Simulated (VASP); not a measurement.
Input:

```xyz
2
Lattice="2.6297 0.0000 0.0000 0.0000 2.6297 0.0000 0.0000 0.0000 2.6297" Properties=species:S:1:pos:R:3 pbc="T T T"
Ti     0.0000     0.0000     0.0000
O      1.3148     1.3148     1.3148
```

Calculation: r2SCAN meta-GGA, VASP's PBE PAW potentials (set 64) (plane waves; VASP 6.6.1). Numerical set-up: 520 eV cut-off, 15×15×15 Γ-centred mesh, tetrahedra with Blöchl corrections, potentials Ti_sv O.

Give the energies of bands 6 to 12 at the high-symmetry points, in eV from the Fermi level.

| band | Γ | X | M | R |
|---|---|---|---|---|
| 6 | -5.12 | -10.12 | -7.96 | -9.43 |
| 7 | -5.12 | -5.87 | -7.96 | -9.43 |
| 8 | -5.12 | -5.87 | -4.54 | -9.43 |
| 9 | -3.27 | -2.35 | -2.00 | 3.56 |
| 10 | -3.27 | 2.07 | 0.18 | 3.56 |
| 11 | 2.72 | 3.04 | 1.09 | 3.56 |
| 12 | 2.78 | 3.20 | 1.09 | 3.85 |

It has no gap at this level: it comes out as a metal or semimetal.

The structure was generated: TiO was put into the CsCl type type (Pm-3m), which need not be its known phase. It was relaxed first, which changed the volume by -28 %.
